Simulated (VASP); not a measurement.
Crystal: Zn4Ga.

```
Zn Ga
1.0
    -2.68946    2.68946    2.68946
     2.68946   -2.68946    2.68946
     2.68946    2.68946   -2.68946
Zn Ga
4 1
Cartesian
  1.3447 1.3447 -1.3447
  -1.3447 1.3447 1.3447
  1.3447 -1.3447 1.3447
  1.3447 1.3447 1.3447
  0.0000 0.0000 0.0000
```

The cell was built by a generator and needn't be a form met in nature.

The cell isn't the ideal one: species swapped into the Hg4Pt type (Im-3m, No. 229).

- Program: VASP 6.6.1
- Task: relaxation of cell and atoms
- Functional: PBE
- Potentials or basis: VASP PAW PBE potentials, release 64 (Zn, Ga_d)
- Cutoff: 600 eV
- k mesh: 4 × 4 × 4
- Occupations: gaussian, width 0.1 eV
- Spin: no spin polarisation

At the start: pressure 19.8 GPa; volume 15.56 Å³/atom.

How do energy, volume and symmetry change on relaxing?

Over 3 steps the energy falls by 204.0 meV/atom and the volume is 19.66 Å³/atom (+26.4 %); space group Im-3m (No. 229, to 0.05 Å).

The path:
| step | energy change (eV) | largest force (eV/Å) | pressure (GPa) | volume (Å³) |
| --- | --- | --- | --- | --- |
| 1 | 0.0000 | 0.0000 | 19.83 | 77.81 |
| 2 | -1.0094 | 0.0000 | -1.25 | 101.59 |
| 3 | -1.0198 | 0.0000 | 0.27 | 98.32 |

Final structure:
```xyz
5
Lattice="-2.9076 2.9076 2.9076 2.9076 -2.9076 2.9076 2.9076 2.9076 -2.9076" Properties=species:S:1:pos:R:3 pbc="T T T"
Zn    1.4538    1.4538   -1.4538
Zn   -1.4538    1.4538    1.4538
Zn    1.4538   -1.4538    1.4538
Zn    1.4538    1.4538    1.4538
Ga    0.0000    0.0000    0.0000
```

Caveat: the k mesh is coarse (spacing up to 0.41 Å⁻¹), so the values aren't converged; the volume moved by over 15 % at a fixed basis, so the end points are rough.
